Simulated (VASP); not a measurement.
Crystal: TaInH4.

```
CELL_PARAMETERS angstrom
3.27351 -3.28472 0.00000
3.27351 3.28472 0.00000
0.00000 0.00000 3.03058
ATOMIC_POSITIONS crystal
Ta 0.50000 0.50000 0.50000
In 0.00000 0.00000 0.00000
H 0.20337 0.20337 0.50000
H 0.79663 0.79663 0.50000
H 0.68597 0.31403 0.00000
H 0.31403 0.68597 0.00000
```

The cell was built by a generator and needn't be a form met in nature.

* Program: VASP 6.6.1
* Task: relaxation of the atoms
* Functional: RPBE
* Potentials or basis: VASP PAW PBE potentials, release 64 (Ta_pv, In_d, H)
* Cutoff: 520 eV
* k mesh: 6 × 6 × 9
* Occupations: gaussian, width 0.05 eV
* Spin: no spin polarisation

At the start: pressure 3.6 GPa; volume 10.86 Å³/atom.

Where does the relaxation end?

Over 6 steps the energy falls by 11.9 meV/atom; space group Cmmm (No. 65, to 0.05 Å).

Step by step:
| step | energy change (eV) | largest force (eV/Å) | pressure (GPa) |
| --- | --- | --- | --- |
| 1 | 0.0000 | 0.6754 | 3.62 |
| 2 | -0.0416 | 0.4389 | 4.14 |
| 3 | -0.0705 | 0.0661 | 5.31 |
| 4 | -0.0706 | 0.0732 | 5.24 |
| 5 | -0.0712 | 0.0420 | 5.30 |
| 6 | -0.0714 | 0.0048 | 5.37 |

Final structure:
```yaml
crystal:
  lattice:
    - [3.27351, -3.28472, 0.00000]
    - [3.27351, 3.28472, 0.00000]
    - [0.00000, 0.00000, 3.03058]
  atoms:
    - { symbol: Ta, position: [0.50000, 0.50000, 0.50000] }
    - { symbol: In, position: [0.00000, 0.00000, 0.00000] }
    - { symbol: H, position: [0.21630, 0.21630, 0.50000] }
    - { symbol: H, position: [0.78370, 0.78370, 0.50000] }
    - { symbol: H, position: [0.67945, 0.32055, 0.00000] }
    - { symbol: H, position: [0.32055, 0.67945, 0.00000] }
```

Caveat: the PAW data sets were made with another functional, which shifts forces and pressure a little.
